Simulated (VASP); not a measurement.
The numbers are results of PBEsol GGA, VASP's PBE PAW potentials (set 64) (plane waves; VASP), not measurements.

Input for VASP

**INCAR**
```
! general
SYSTEM   =  MnV
PREC     =  Accurate
ENCUT    =  400
LREAL    =  F   ! projection in real space or not
LASPH    =  T

! electronic loop
EDIFF    =  1E-7
NELM     =  100   ! most electronic steps
ALGO     =  Normal
LMAXMIX  =  4

! smearing
ISMEAR   =  -5

! functional
GGA      =  PS   ! PBEsol

! ions
ISIF     =  2   ! forces and stress, cell fixed

! output
LWAVE    =  F
LCHARG   =  T
LORBIT   =  11
NEDOS    =  601   ! DOS grid
```

**POSCAR**
```
MnV
1
    2.8316065411    -0.0000000000     0.0000000000
    0.0000000000     2.8316065411     0.0000000000
   -0.0000000000     0.0000000000     2.8316065411
Mn V
1 1
Direct
  0.0000000000   0.0000000000   0.0000000000
  0.5000000000   0.5000000000   0.5000000000
```

KPOINTS:
```
Automatic mesh
0
Gamma
14 14 14
0 0 0
```

POTCAR, in this order: Mn_pv V_sv (PBE.64 set). Program: vasp_std.

What VASP printed:

OSZICAR:
```
       N       E                     dE             d eps       ncg     rms          rms(c)
DAV:   1     0.237544315041E+03    0.23754E+03   -0.14361E+04  4344   0.165E+03
DAV:   2    -0.148417683312E+02   -0.25239E+03   -0.24990E+03  4192   0.497E+02
DAV:   3    -0.232762815288E+02   -0.84345E+01   -0.83481E+01  4836   0.105E+02
DAV:   4    -0.234139685890E+02   -0.13769E+00   -0.13704E+00  4855   0.126E+01
DAV:   5    -0.234162954580E+02   -0.23269E-02   -0.23316E-02  4859   0.160E+00    0.279E+01
DAV:   6    -0.207548973199E+02    0.26614E+01   -0.25676E+01  4185   0.547E+01    0.110E+01
DAV:   7    -0.245624926955E+02   -0.38076E+01   -0.64310E+01  5330   0.485E+01    0.283E+01
DAV:   8    -0.200011567334E+02    0.45613E+01   -0.36115E+01  5225   0.360E+01    0.251E+00
DAV:   9    -0.199810308855E+02    0.20126E-01   -0.25350E-01  4316   0.432E+00    0.120E+00
DAV:  10    -0.199745540584E+02    0.64768E-02   -0.96558E-02  4882   0.236E+00    0.815E-01
DAV:  11    -0.199713929544E+02    0.31611E-02   -0.15569E-02  4920   0.127E+00    0.134E-01
DAV:  12    -0.199713044577E+02    0.88497E-04   -0.35336E-04  4278   0.215E-01    0.746E-02
DAV:  13    -0.199712435599E+02    0.60898E-04   -0.16226E-04  4920   0.112E-01    0.828E-03
DAV:  14    -0.199712414681E+02    0.20919E-05   -0.22678E-06  4195   0.183E-02    0.219E-03
DAV:  15    -0.199712404753E+02    0.99277E-06   -0.20509E-07  2697   0.387E-03    0.130E-03
DAV:  16    -0.199712411791E+02   -0.70379E-06   -0.75809E-08  2160   0.348E-03    0.119E-04
DAV:  17    -0.199712412770E+02   -0.97898E-07   -0.93522E-09  2119   0.754E-04
   1 F= -.19971241E+02 E0= -.19971241E+02  d E =0.000000E+00
```

### OUTCAR
```
------------------------ aborting loop because EDIFF is reached ----------------------------------------
  FORCE on cell =-STRESS in cart. coord.  units (eV):
  Direction    XX          YY          ZZ          XY          YZ          ZX
  --------------------------------------------------------------------------------------
  Total        0.0215901      0.0215901      0.0215901     -0.0000000      0.0000000      0.0000000
  in kB        1.5235860      1.5235860      1.5235860     -0.0000000      0.0000000      0.0000000
  external PRESSURE =       1.5235860 kB  Pullay stress =       0.0000000 kB
  volume of cell :       22.70
      direct lattice vectors                 reciprocal lattice vectors
     2.831606541  0.000000000  0.000000000     0.353156410  0.000000000  0.000000000
     0.000000000  2.831606541  0.000000000     0.000000000  0.353156410  0.000000000
     0.000000000  0.000000000  2.831606541     0.000000000  0.000000000  0.353156410
 POSITION                                       TOTAL-FORCE (eV/Angst)
 -----------------------------------------------------------------------------------
      0.00000      0.00000      0.00000         0.000000      0.000000      0.000000
      1.41580      1.41580      1.41580         0.000000      0.000000      0.000000
 -----------------------------------------------------------------------------------
    total drift:                                0.000000     -0.000000     -0.000000
  FREE ENERGIE OF THE ION-ELECTRON SYSTEM (eV)
  ---------------------------------------------------
  free  energy   TOTEN  =       -19.9712412770 eV

  energy  without entropy=      -19.9712412770  energy(sigma->0) =      -19.97124128

 total charge

# of ion       s       p       d       tot
------------------------------------------
    1        0.434   6.399   5.226  12.059
    2        2.370   6.314   3.091  11.775
--------------------------------------------------
tot          2.804  12.712   8.318  23.834
```
(Selected blocks of OUTCAR.)

File OUTCAR:
```
 val. band max:       11.2203103349   @ k =   0.5000   0.0000   0.0000

 cond. band min:      11.0049513444   @ k =   0.3571   0.0714   0.0714


 Fermi energy:        11.0465395603

 k-point     1 :       0.0000    0.0000    0.0000
  band No.  band energies     occupation
      1     -52.9592      2.00000
      2     -36.6900      2.00000
      3     -36.6900      2.00000
      4     -36.6900      2.00000
      5     -26.7669      2.00000
      6     -26.7669      2.00000
      7     -26.7669      2.00000
      8       3.1866      2.00000
      9       6.6634      2.00000
     10       6.6634      2.00000
     11      10.1546      2.00000
     12      10.1546      2.00000
     13      10.1546      2.00000
     14      12.3380      0.00000
     15      12.3380      0.00000
     16      13.9337      0.00000
     17      13.9337      0.00000

 k-point     2 :       0.0714    0.0000    0.0000
  band No.  band energies     occupation
      1     -52.9576      2.00000
      2     -36.6944      2.00000
      3     -36.6891      2.00000
      4     -36.6891      2.00000
      5     -26.7824      2.00000
      6     -26.7664      2.00000
      7     -26.7664      2.00000
      8       3.3021      2.00000
      9       6.7226      2.00000
     10       6.7324      2.00000
     11      10.1480      2.00000
     12      10.1480      2.00000
     13      10.1904      2.00000
     14      12.2560      0.00000
     15      12.3693      0.00000
     16      13.7733      0.00000
     17      13.7733      0.00000

 k-point     3 :       0.1429    0.0000    0.0000
  band No.  band energies     occupation
      1     -52.9536      2.00000
      2     -36.7083      2.00000
      3     -36.6866      2.00000
      4     -36.6866      2.00000
      5     -26.8276      2.00000
      6     -26.7653      2.00000
      7     -26.7653      2.00000
      8       3.6410      2.00000
      9       6.8989      2.00000
     10       6.9229      2.00000
     11      10.1332      2.00000
...
```

For a metal the tetrahedron method with Blöchl corrections gives inexact stress and forces.

The structure comes from a measured MnV entry (Pm-3m) of the Crystallography Open Database, whose conditions weren't checked. It was relaxed first, which changed the volume by -7 %. The run is not spin-polarised, so no magnetic state was tried.
